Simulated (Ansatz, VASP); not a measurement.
**Two plane-wave programs on As7O**

INCAR

```
SYSTEM = As7O
ALGO = Normal
EDIFF = 1E-7
ENCUT = 520
GGA = PE
ISIF = 2
ISMEAR = 0
LASPH = .True.
LCHARG = .False.
LREAL = .False.
LWAVE = .False.
NBANDS = 30
NELM = 100
PREC = Accurate
SIGMA = 0.1
```

The input KPOINTS:

```
k-points
0
Gamma
  4 4 4
  0 0 0
```

The input POSCAR:

```
As7O
1.0
    0.0000000000      4.2844668900      4.2844668900
    4.2844668900      0.0000000000      4.2844668900
    4.2844668900      4.2844668900      0.0000000000
As O
7 1
Direct
    0.5000000000      0.5000000000      0.5000000000
    0.0000000000      0.5000000000      0.0000000000
    0.5000000000      0.0000000000      0.0000000000
    0.0000000000      0.5000000000      0.5000000000
    0.5000000000      0.0000000000      0.5000000000
    0.0000000000      0.0000000000      0.5000000000
    0.5000000000      0.5000000000      0.0000000000
    0.0000000000      0.0000000000      0.0000000000
```

Input for Ansatz:

```yaml
crystal:
  lattice:
    - [0.0, 4.28446689, 4.28446689]
    - [4.28446689, 0.0, 4.28446689]
    - [4.28446689, 4.28446689, 0.0]
  atoms:
    - { symbol: As, position: [0.5, 0.5, 0.5] }
    - { symbol: As, position: [0.0, 0.5, 0.0] }
    - { symbol: As, position: [0.5, 0.0, 0.0] }
    - { symbol: As, position: [0.0, 0.5, 0.5] }
    - { symbol: As, position: [0.5, 0.0, 0.5] }
    - { symbol: As, position: [0.0, 0.0, 0.5] }
    - { symbol: As, position: [0.5, 0.5, 0.0] }
    - { symbol: O, position: [0.0, 0.0, 0.0] }
basis:
  ecutwfc: 420
kpoints:
  mp_grid: { grid: [4, 4, 4] }
hamiltonian:
  xc: pbe
scf:
  occupations: { method: gaussian, width: 0.1 }
  lower_state_search: "off"
output:
  forces: true
  stress: true
  eigenvalues: true
```

Change from the starting cell: species swapped into the SbPt7 type (Fm-3m, No. 225).

Alike in both runs: task single point; functional PBE; k mesh 4 × 4 × 4; occupations gaussian, width 0.1 eV; no spin polarisation.

|  | VASP | Ansatz |
| --- | --- | --- |
| version | VASP 6.6.1 | Ansatz 0.2.0 |
| potentials or method | VASP PAW PBE potentials, release 64 (As, O) | scalar-relativistic, plane waves, PAW |
| plane-wave cutoff (eV) | 520 | 420 |
| valence electrons in the cell | 41 | 111 |

|  | VASP | Ansatz | Ansatz less VASP |
| --- | --- | --- | --- |
| gap on the k mesh at the Fermi level (eV) | none | none | - |
| pressure (GPa) | -7.4 | -7.4 | +0.01 |

A gap of «none» marks a metal or a gap that the smearing closes. The two sets of potentials don't hold the same shells in valence.

Caveats: an odd number of electrons without spin polarisation forces a metal; a magnetic or distorted state may lie lower.
